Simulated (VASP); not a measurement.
Method: PBE GGA, VASP's PBE PAW potentials (set 64) (plane waves; VASP).

VASP input:

File POSCAR:
```
CdSe
7.1879720
  0.3014636117  -0.5204145203   0.0000000000
  0.3014636117   0.5204145203   0.0000000000
  0.0000000000   0.0000000000   1.0000000000
Cd Se
2 2
Direct
  0.6666670000   0.3333330000   0.5000000000
  0.3333330000   0.6666670000   0.0000000000
  0.6666670000   0.3333330000   0.8760000000
  0.3423490000   0.6756830000   0.3760000000
```

INCAR:
```
# general
SYSTEM  = CdSe
PREC    = Accurate
ENCUT   = 400
LREAL   = .False.   # projection in real space or not
LASPH   = .True.

# electronic loop
EDIFF   = 1E-6   # SCF stop (eV)
NELM    = 100   # most electronic steps
ALGO    = Normal
LMAXMIX = 4   # l cut-off of mixed one-centre charges

# smearing
ISMEAR  = -4

# functional
GGA     = PE   # PBE

# ions
ISIF    = 2   # forces and stress, cell fixed

# output
LWAVE   = .False.
LCHARG  = .False.
```

**KPOINTS**
```
Automatic mesh
0
Gamma
  5 5 3
0 0 0
```

POTCAR, in this order: Cd Se (PBE.64 set). Program: vasp_std.

**Question.** What does the run give for the energy per atom (σ→0)?

**Answer.** 
```
Quantity                       Result
---------------------  --------------
energy per atom (σ→0)  -2.738 eV/atom
```

OSZICAR:
```
...
DAV:   8    -0.109509460261E+02    0.20733E-02   -0.68473E-02  1726   0.286E+00    0.377E-01
DAV:   9    -0.109508221022E+02    0.12392E-03   -0.10038E-02  1864   0.127E+00    0.126E-01
DAV:  10    -0.109509481645E+02   -0.12606E-03   -0.10563E-03  1834   0.393E-01    0.781E-02
DAV:  11    -0.109510666972E+02   -0.11853E-03   -0.28454E-04  1864   0.114E-01    0.217E-02
DAV:  12    -0.109510452091E+02    0.21488E-04   -0.12619E-04  2064   0.117E-01    0.855E-03
DAV:  13    -0.109510482168E+02   -0.30077E-05   -0.16949E-05  1720   0.311E-02    0.732E-03
DAV:  14    -0.109510480947E+02    0.12214E-06   -0.10977E-06  1480   0.563E-03
   1 F= -.10951048E+02 E0= -.10951048E+02  d E =0.000000E+00
```

The compound is CdSe in the wurtzite structure. The cell was not relaxed at this level, atoms are displaced from their ideal sites. The run is one of a series of settings (ISMEAR = -4, SIGMA removed against the base run), some of them coarse on purpose.
